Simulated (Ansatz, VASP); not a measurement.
# Cross-check of Al (fcc) between VASP and Ansatz

Wanted: the spread between two codes on one cell, functional and k mesh. The cell is taken from a series of runs on this material, whose earlier steps may have relaxed, scaled, displaced or heated it; both programs get it as it stands.

Calculated with Ansatz 0.2.0; plane waves, with VASP 6.6.1 beside it; single point at HSE06.

### Step 1. Starting point

Symmetry: Fm-3m, No. 225, cubic system. Conventional cell: a = 4.040 Å, b = 4.040 Å, c = 4.040 Å, α = 90.00°, β = 90.00°, γ = 90.00°. Nearest to Al lie 12 Al at 2.86 Å.

### Step 2. Ansatz: single point, HSE06

Ansatz runs on its default PAW (the set named soft_2) files.

A single point gives forces, pressure and levels at one fixed geometry, so differences don't come from the geometry; what else differs is listed under the comparison.

input.yaml

```yaml
crystal:
  lattice:
    - [0.0, 2.0201849393, 2.0201849393]
    - [2.0201849393, 0.0, 2.0201849393]
    - [2.0201849393, 2.0201849393, 0.0]
  atoms:
    - { symbol: Al, position: [0.0, 0.0, 0.0] }
basis:
  ecutwfc: 420
  xc_grid: 2
hamiltonian:
  xc: hse06
kpoints:
  mp_grid: { grid: [9, 9, 9] }
scf:
  occupations: { method: fermi_dirac, width: 0.05 }
  max_iter: 150
output:
  forces: true
  stress: true
checkpoint:
  write: "../hse06.run"
  compress: false
  write_wavefunctions: false
  write_every: 100000
```

The run is started by

```bash
ansatz run input.yaml --threads 4 --pin off --max-ram 9420MiB --backend cpu --events-out ev --progress --plain --runs-dir out
```

Numbers of over 12 decimals in the logs are rounded to 6 here.

The log of the run:

```text
Warning: output.stress: scf.convergence.dr2_threshold = 1e-7 eV (the SCF's general default) is looser than the 1e-10 eV advised for a printed stress (1e-10 eV for each atom of the cell: 1). What an SCF threshold leaves in a stress goes as its square root, and in the free energy as the threshold itself, and one threshold admits the most on a small cell: [figures from the program's tests cut] Set scf.convergence.dr2_threshold to 1e-10 eV or tighter. The threshold is an SCF's pass mark: one that does not reach it within its budget of iterations ends unconverged, or closes short of it on a stop that the run arms, and scf.convergence.dr2_threshold's page says what that costs each kind of run
Warning: output.stress: scf.exx.energy_threshold = 1e-6 eV is looser than the 1e-8 eV advised for a stress under a hybrid functional (1e-8 eV for each atom of the cell: 1). Every SCF of the exchange loop can meet its threshold on dr2 while the loop round them stops early: no threshold on dr2 bounds what that leaves in the stress. Set scf.exx.energy_threshold to 1e-8 eV or tighter. The threshold is the loop's pass mark: a loop that does not reach it within its budget of cycles ends unconverged, and scf.exx.energy_threshold's page has the law
Engine: ansatz 0.2.0, aarch64-unknown-linux-gnu
Pseudopotentials: kind: paw
Pseudopotential: Al, paw, valence charge 3, recommended cutoff 420 eV (normal), Al.paw.azcp
Functional definition: HSE06
  parameter a = 0.25
  parameter omega = 0.11/bohr
  exchange = pbe_x - a*pbe_x_sr(omega) + a*exact_x_sr(omega)
  correlation = pbe_c
Crystal: 1 atoms, lattice volume = 16.489 Å³
Basis set: ecut = 420 eV, 331 PW (Γ), exchange–correlation on 40×40×40 points (8 copies of the dense FFT grid, shifted against one another)
Bands: 6, of which v1, the nominal top of the filled ones, is band 2 counted from 1 (1 counted from 0)
Symmetry: 48 space group operations
Space group: Fm-3m (ITA 225), of the structure as read, at distance tolerance 2.5e-5 Å
k-points: 35 of 729
Non-local potential: Al, projectors of the file, l = 0: 2, l = 1: 2, l = 2: 1
PAW form: soft (Blöchl's): semilocal exchange-correlation on the pseudo side does not see the compensation charge
PAW frozen core: Al, regenerated for the run's functional, and the local potential with it (the file was generated under x = pbe(κ = 0.804, μ = 0.219515), c = pbe(β = 0.066725))
PAW one-centre angular grid: Al, 110 points (default); XC on 64 Gauss nodes
Initial density: superposition of atomic densities (neutral atoms: chi_scale 0, normalization atom), corrected by the library's trained network
Initial wavefunctions: pseudopotential atomic-orbital guess
Functional: x = pbe(κ = 0.804, μ = 0.219515), c = pbe(β = 0.066725), warm-up for x = pbe(κ = 0.804, μ = 0.219515) + 0.25 (exact − pbe) at short range (hse, ω = 0.207870 Å⁻¹), c = pbe(β = 0.066725); HSE06 as pw.x's `hse` composes it (authors' and Libxc's form: `xc: wpbeh`)
SCF iter   1: F=—  HF=-537.472306 eV  |F-HF|=—  |Δ(HF+E_count)|=         —  Δρ=6.13e-4  dr2=3.42e-5  ethr=1.77e-3  ⟨swp⟩=6.5  Hψ=1067  notcnv=0
preconditioner: auto → none  [insulator: Δε(μ)=0.141 eV  Ē_g=13.221 eV  σ=0.050 eV  W_gap=0.56  n_scr=0 (ndim 8)  ℏωp=15.8 eV  f_vac=0.000  D(μ)=0.68/eV (n_scr^D=8)]
SCF iter   2: F=—  HF=-537.472337 eV  |F-HF|=—  |Δ(HF+E_count)|=   3.13e-5  Δρ=3.09e-4  dr2=8.75e-6  ethr=1.14e-6  ⟨swp⟩=3.0  Hψ=357  notcnv=0  defer=11
iter 3 solved again at ethr=1.31e-10 eV; its pass at ethr=2.92e-7 eV (dr2=3.93e-9 eV) is discarded
SCF iter   3: F=—  HF=-537.472346 eV  |F-HF|=—  |Δ(HF+E_count)|=   8.99e-6  Δρ=7.13e-6  dr2=6.78e-9  ethr=1.31e-10  ⟨swp⟩=4.6  Hψ=695  notcnv=0
eigensolver tolerance schedule calibrated: the retry pair's looser diagonalisation under-reported the residual by θ = 0.42 (0.13/decade); ethr = c·dr2/N_el runs at the constant in force after the calibration composes with the one it found (an armed cap, an earlier calibration), c = 6.4e-2
SCF iter   4: F=-537.472346 eV  HF=-537.472346 eV  |F-HF|=4.13e-10  |Δ(HF+E_count)|=   1.43e-9  Δρ=2.53e-6  dr2=7.20e-10  ethr=1.31e-10  ⟨swp⟩=2.0  Hψ=266  notcnv=0
SCF 1 converged in 4 iterations: F = -537.472346 eV  dr2 = 7.20e-10
  greatest PAW one-centre occupation: 0.446 electrons in one spin orbital (limit 2), on the Al atom at site 0 (counted from 0), in its partial waves of l = 0
Initial density: handed on by an earlier stage of this run
Initial wavefunctions: those handed on with the density
Functional: x = pbe(κ = 0.804, μ = 0.219515) + 0.25 (exact − pbe) at short range (hse, ω = 0.207870 Å⁻¹), c = pbe(β = 0.066725); HSE06 as pw.x's `hse` composes it (authors' and Libxc's form: `xc: wpbeh`)
Exchange kernel: α = 0.2500, screened, ω = 0.2079 Å⁻¹, Wigner–Seitz truncation, v(0) = 1046.8302 eV·Å³, q-mesh 9×9×9, nearest image of the exchange supercell L = 25.71 Å, pair-density grid 12×12×12, without the augmentation charges, whose exchange is taken in its separable form by FFT convolution over the k-point mesh (sized by the pseudopotential files, 16×16×16 at the most), smooth part of the exact exchange by density-matrix convolution
Frozen-core exchange: fock
iter 1 solved again at ethr=8.70e-6 eV; its pass at ethr=1.00e-1 eV (dr2=4.10e-4 eV) is discarded
SCF iter   1: F=—  HF=-537.817930 eV  |F-HF|=—  |Δ(HF+E_count)|=         —  Δρ=1.56e-3  dr2=4.83e-4  ethr=8.70e-6  ⟨swp⟩=4.7  Hψ=1175  notcnv=0
preconditioner: auto → none  [metal: Δε(μ)=0.100 eV  Ē_g=14.603 eV  σ=0.050 eV  W_gap=0.45  n_scr=0 (ndim 8)  ℏωp=15.8 eV  f_vac=0.000  D(μ)=0.72/eV (n_scr^D=8)]
SCF iter   2: F=—  HF=-537.817565 eV  |F-HF|=—  |Δ(HF+E_count)|=   3.65e-4  Δρ=6.98e-4  dr2=1.31e-4  ethr=8.70e-6  ⟨swp⟩=2.0  Hψ=263  notcnv=0
SCF iter   3: F=—  HF=-537.817483 eV  |F-HF|=—  |Δ(HF+E_count)|=   8.22e-5  Δρ=6.98e-5  dr2=3.66e-5  ethr=1.84e-6  ⟨swp⟩=3.5  Hψ=335  notcnv=0
SCF iter   4: F=—  HF=-537.817806 eV  |F-HF|=—  |Δ(HF+E_count)|=   3.24e-4  Δρ=1.57e-4  dr2=4.35e-6  ethr=1.33e-8  ⟨swp⟩=4.7  Hψ=580  notcnv=0
SCF iter   5: F=—  HF=-537.817804 eV  |F-HF|=—  |Δ(HF+E_count)|=   2.12e-6  Δρ=3.14e-5  dr2=8.58e-7  ethr=1.33e-8  ⟨swp⟩=3.0  Hψ=317  notcnv=0
SCF iter   6: F=-537.817809 eV  HF=-537.817809 eV  |F-HF|=1.22e-8  |Δ(HF+E_count)|=   4.73e-6  Δρ=2.27e-5  dr2=1.01e-7  ethr=2.74e-9  ⟨swp⟩=3.9  Hψ=450  notcnv=0
SCF 2 stopped early in 6 iterations: F = -537.817809 eV  dr2 = 1.01e-7
  greatest PAW one-centre occupation: 0.447 electrons in one spin orbital (limit 2), on the Al atom at site 0 (counted from 0), in its partial waves of l = 0
hybrid outer 1: dexx = +3.598e-4 eV, tail = 3.72e-7 eV
Exchange kernel: α = 0.2500, screened, ω = 0.2079 Å⁻¹, Wigner–Seitz truncation, v(0) = 1046.8302 eV·Å³, q-mesh 9×9×9, nearest image of the exchange supercell L = 25.71 Å, pair-density grid 12×12×12, without the augmentation charges, whose exchange is taken in its separable form by FFT convolution over the k-point mesh (sized by the pseudopotential files, 16×16×16 at the most), smooth part of the exact exchange by density-matrix convolution
Frozen-core exchange: fock
SCF iter   1: F=—  HF=-537.817809 eV  |F-HF|=—  |Δ(HF+E_count)|=         —  Δρ=3.16e-6  dr2=1.13e-9  ethr=6.20e-8  ⟨swp⟩=3.9  Hψ=545  notcnv=0
preconditioner: auto → none  [metal: Δε(μ)=0.091 eV  Ē_g=14.600 eV  σ=0.050 eV  W_gap=0.42  n_scr=0 (ndim 8)  ℏωp=15.8 eV  f_vac=0.000  D(μ)=0.74/eV (n_scr^D=8)]
SCF iter   2: F=-537.817809 eV  HF=-537.817809 eV  |F-HF|=4.16e-11  |Δ(HF+E_count)|=   3.15e-9  Δρ=1.73e-6  dr2=3.49e-10  ethr=2.19e-11  ⟨swp⟩=4.1  Hψ=443  notcnv=0
SCF 3 converged in 2 iterations: F = -537.817809 eV  dr2 = 3.49e-10
  Residual-converged pass: ⟨swp⟩=2.0  Hψ=255  notcnv=0  max |occ|·‖R‖ = 2.4e-6 eV (tolerance 2.4e-6 eV)  dr2=3.49e-10  dr2_onsite=5.47e-11  max |Δocc| = 2.7e-13
hybrid outer 2: dexx = +1.085e-9 eV, tail = 8.20e-10 eV, Δε = 5.17e-4 eV (about 3.83e-5 eV left of the loop's levels)
hybrid SCF converged: 2 outer / 8 inner (+4 warm-up), last move |dexx| = 1.08e-9 eV, tail = 8.20e-10 eV
Stability not checked: this state was not tested for a lower state beside it, because the functional holds exact exchange (a hybrid, or Hartree-Fock), whose exchange loop this test does not read (fock_operator; see scf.lower_state_search)
Free energy (F): -537.817809 eV
Frozen-core exchange: fock
Harris-Foulkes:  -537.817809 eV  (|F-HF|=4.16e-11)
Internal energy: -537.812300 eV  (E = F + TS)
E sigma→0 (E₀):  -537.815055 eV
Entropy (-TS):   -0.005508 eV (-5.508 meV/atom)
Fermi energy:    7.932524 eV
--- Per-component energies (eV) ---
  E_band       = 8.743442
  E_kinetic    = 22.914232
  E_local      = 10.031199  (includes V_loc(G=0)·N_el)
  E_nonlocal   = 10.000484
  E_hartree    = 0.113676
  E_xc         = -32.711504
  E_vxc        = -24.014743  (∫ρ·V_xc dr)
  E_exx        = -3.384180  (= α·E_x^exact, valence–valence)
  E_paw        = -471.200528  (= ΣΔE_a)
  E_vpaw       = -3.646725  (= ΣTr[D̂ρ^β])
  E_aug_tail   = -0.000002  (compensation charges beyond the density's cutoff)
  E_ewald      = -73.530829
  E_core_change = -0.044848  (= ΣΔE_core)
  E_smearing   = -0.005508  (= −TS)
  E_closure    = 0.000000  (closes the sum)
  Σ components = -537.817809   (vs F -537.817809, Δ=0.00e0)
--- Forces (eV/Å), atoms counted from 1 ---
  atom   1  Al    -0.00000000    -0.00000000     0.00000000
  max |Σ_I F_I| component: 3.49e-32 eV/Å
--- Stress (GPa, compression-positive) ---
       -0.589032      -0.000000      -0.000000
       -0.000000      -0.589032      -0.000000
       -0.000000      -0.000000      -0.589032
  P = ⅓ Tr σ = -0.5890 GPa (-5.890 kbar)
--- Band table (eV; the first three rows and the last of 35) ---
  k-point 0: bands = ["-4.7142", "21.4444", "21.4444", "21.4444"]
  k-point 1: bands = ["-4.3395", "17.6278", "20.6675", "20.6675"]
  k-point 2: bands = ["-3.2176", "12.9457", "19.8938", "19.8938"]
  k-point 34: bands = ["5.0787", "7.6201", "9.1269", "10.1411"]
  guard bands above this table: 2 of the run's 6 bands. The solve was not asked for them (output.publish_guard_bands: true or output.eigenvalues: true publishes all)
```

The run ends at a pressure of -0.59 GPa.

### Step 3. VASP: single point, HSE06

The same cell, functional, mesh and smearing now go to VASP, with its own data sets.

Lines of VASP's logs that name or quote its potential files are left out, and so is its time.

The run reads the wave functions of an earlier VASP run, which isn't shown here.

INCAR

```
SYSTEM = Al
PREC = Accurate
ENCUT = 400
EDIFF = 1E-06
NELM = 100
ISMEAR = -1
SIGMA = 0.05
LREAL = .FALSE.
ALGO = Normal
LHFCALC = .TRUE.
AEXX = 0.25
GGA = PE
HFSCREEN = 0.208
LASPH = .TRUE.
NBANDS = 7
PRECFOCK = Fast
LORBIT = 11
LWAVE = .FALSE.
LCHARG = .FALSE.
KPAR = 8
ISIF = 2
```

POSCAR

```
Al
1.0
    0.0000000000      2.0201849393      2.0201849393
    2.0201849393      0.0000000000      2.0201849393
    2.0201849393      2.0201849393      0.0000000000
Al
1
Direct
    0.0000000000      0.0000000000      0.0000000000
```

KPOINTS

```
Automatic mesh
0
Gamma
9 9 9
0 0 0
```

PAW data sets: Al (PBE family, release 64).

The run is started by

```bash
mpirun -np 8 vasp_std
```

The log of the run:

```text
[banner, memory and clock lines left out]
running    8 mpi-ranks, on    1 nodes
 distrk:  each k-point on    1 cores,    8 groups
 distr:  one band on    1 cores,    1 groups

 POSCAR found type information on POSCAR Al
 POSCAR found :  1 types and       1 ions
|                                                                             |
|           W    W    AA    RRRRR   N    N  II  N    N   GGGG   !!!           |
|           W    W   A  A   R    R  NN   N  II  NN   N  G    G  !!!           |
|           W    W  A    A  R    R  N N  N  II  N N  N  G       !!!           |
|           W WW W  AAAAAA  RRRRR   N  N N  II  N  N N  G  GGG   !            |
|           WW  WW  A    A  R   R   N   NN  II  N   NN  G    G                |
|           W    W  A    A  R    R  N    N  II  N    N   GGGG   !!!           |
|                                                                             |
|     For optimal performance we recommend to set                             |
|       NCORE = 2 up to number-of-cores-per-socket                            |
|     NCORE specifies how many cores store one orbital (NPAR=cpu/NCORE).      |
|     This setting can greatly improve the performance of VASP for DFT.       |
|     The default, NCORE=1 might be grossly inefficient on modern             |
|     multi-core architectures or massively parallel machines. Do your        |
|     Unfortunately you need to use the default for GW and RPA                |
|     calculations (for HF NCORE is supported but not extensively tested      |
|     yet).                                                                   |
|                                                                             |

 LDA part: xc-table for (Slater+PW92), standard interpolation
 found WAVECAR, reading the header
 POSCAR, INCAR and KPOINTS ok, starting setup
 FFT: planning ... GRIDC
 FFT: planning ... GRID_SOFT
 FFT: planning ... GRID
 reading WAVECAR
 the WAVECAR file was read successfully
 initial charge from wavefunction
 entering main loop
       N       E                     dE             d eps       ncg     rms          rms(c)
DAV:   1    -0.407030828593E+01   -0.40703E+01   -0.36612E-01   658   0.268E+00    0.909E+00
DAV:   2    -0.407127624500E+01   -0.96796E-03   -0.11265E-03   707   0.215E-01    0.590E+00
DAV:   3    -0.407088688438E+01    0.38936E-03   -0.42142E-05   721   0.294E-02    0.343E+00
DAV:   4    -0.407074505679E+01    0.14183E-03   -0.23770E-05   742   0.192E-02    0.196E+00
DAV:   5    -0.407069495914E+01    0.50098E-04   -0.93279E-06   742   0.120E-02    0.112E+00
DAV:   6    -0.407067897800E+01    0.15981E-04   -0.30906E-06   665   0.695E-03    0.639E-01
DAV:   7    -0.407067323045E+01    0.57476E-05   -0.11444E-06   504   0.442E-03    0.365E-01
DAV:   8    -0.407067164071E+01    0.15897E-05   -0.44562E-07   315   0.306E-03    0.210E-01
DAV:   9    -0.407067125876E+01    0.38195E-06   -0.18062E-07   301   0.222E-03
   1 F= -.40706713E+01 E0= -.40680126E+01  d E =-.531732E-02
```

OUTCAR, selected parts (step 3):

```text
ion  position               nearest neighbor table
   1  0.000  0.000  0.000-

  LATTYP: Found a face centered cubic cell.
 ALAT       =     4.0403698786

 Subroutine GETGRP returns: Found 48 space group operations
 (whereof 48 operations were pure point group operations)

The static configuration has the point symmetry O_h .

 Found     35 irreducible k-points:

   k-points           NKPTS =     35   k-points in BZ     NKDIM =    729   number of bands    NBANDS=      7

   dimension x,y,z NGX =    20 NGY =   20 NGZ =   20
   dimension x,y,z NGXF=    40 NGYF=   40 NGZF=   40

   ENCUT  =  400.0 eV  29.40 Ry    5.42 a.u.   4.66  4.66  4.66*2*pi/ulx,y,z

   NELECT =       3.0000    total number of electrons

 k-points in reciprocal lattice and weights: Automatic mesh
   0.00000000  0.00000000  0.00000000       0.001
   0.11111111  0.00000000  0.00000000       0.011
   0.22222222  0.00000000  0.00000000       0.011
   0.33333333  0.00000000  0.00000000       0.011
   0.44444444  0.00000000  0.00000000       0.011
   0.11111111  0.11111111  0.00000000       0.008
   0.22222222  0.11111111  0.00000000       0.033
   0.33333333  0.11111111  0.00000000       0.033
   0.44444444  0.11111111  0.00000000       0.033
[...]
-0.33333333  0.44444444  0.11111111       0.033
  -0.33333333  0.44444444  0.22222222       0.033

  exchange ACFDT corr.  =         0.00000000  see jH, gK, PRB 81, 115126

 average (electrostatic) potential at core
       1 -68.6554

 E-fermi :   7.9865

 k-point     1 :       0.0000    0.0000    0.0000
  band No.  band energies     occupation
      1      -4.6992      2.00000
      2      21.7089      0.00000
      3      21.7089      0.00000
      4      21.7089      0.00000
      5      23.2292      0.00000
      6      23.2292      0.00000
    ...

 k-point     2 :       0.1111    0.0000    0.0000
  band No.  band energies     occupation
      1      -4.3234      2.00000
      2      17.7473      0.00000
      3      20.8356      0.00000
      4      20.8356      0.00000
      5      23.8234      0.00000
      6      24.6170      0.00000
    ...

 k-point     3 :       0.2222    0.0000    0.0000
  band No.  band energies     occupation
      1      -3.1980      2.00000
      2      13.0229      0.00000
      3      20.0205      0.00000
      4      20.0205      0.00000
      5      23.4508      0.00000
      6      24.4462      0.00000
    ...

  Total       -0.0572227     -0.0572227     -0.0572227     -0.0000000     -0.0000000     -0.0000000
  in kB       -5.5600071     -5.5600071     -5.5600071     -0.0000000     -0.0000000     -0.0000000
  external PRESSURE =      -5.5600071 kB  Pullay stress =       0.0000000 kB

  energy-cutoff  :      400.00
  volume of cell :       16.49
      direct lattice vectors                 reciprocal lattice vectors
     0.000000000  2.020184939  2.020184939    -0.247502093  0.247502093  0.247502093
     2.020184939  0.000000000  2.020184939     0.247502093 -0.247502093  0.247502093
     2.020184939  2.020184939  0.000000000     0.247502093  0.247502093 -0.247502093

 POSITION                                       TOTAL-FORCE (eV/Angst)
 -----------------------------------------------------------------------------------
      0.00000      0.00000      0.00000         0.000000      0.000000      0.000000
 -----------------------------------------------------------------------------------
    total drift:                               -0.000096     -0.000161      0.000271

  FREE ENERGIE OF THE ION-ELECTRON SYSTEM (eV)
  ---------------------------------------------------
  free  energy   TOTEN  =        -4.0706712588 eV

  energy  without entropy=       -4.0653539407  energy(sigma->0) =       -4.06801260

 total charge
# of ion       s       p       d       tot
------------------------------------------
    1        0.497   0.353   0.000   0.849

[... 3 further parts left out ...]
```

This run has no spin polarisation. Its electron count is odd, so without a moment it is a metal by construction.

### Step 4. Differences

Known differences besides the potentials themselves: exact exchange at q = 0 is treated differently, which shows on coarse meshes; VASP keeps PBE cores, Ansatz makes them for the functional; the cutoff is 420 eV in Ansatz and 400 eV in VASP; VASP takes a coarser grid for exact exchange (PRECFOCK = Fast). Total energies have different zeros and are not compared.

Both answers:

| quantity | Ansatz | VASP | difference |
| --- | --- | --- | --- |
| pressure (GPa) | -0.59 | -0.56 | -0.03 |

### Step 5. What came out

```yaml
difference_in_pressure_single_point_hse06: -0.033 GPa
```

In words: The difference in pressure is -0.033 GPa (single point, HSE06), within the 1 GPa picked in this series as the mark of a large difference. How closely two codes agree says nothing of how well the functional describes the real material.

[Lines on the potential files, build, host, timing and source positions are cut from VASP's logs without a mark.]

[Logs are printed without paths, hosts, clocks, repeated set-up lines and the standing remarks that a program may print on its own settings, such as how far it seeks lower states.]

[Hosts, paths, dates, database ids (printed as entryN), source tags and the programs' standing remarks are cut or masked in the printed files.]
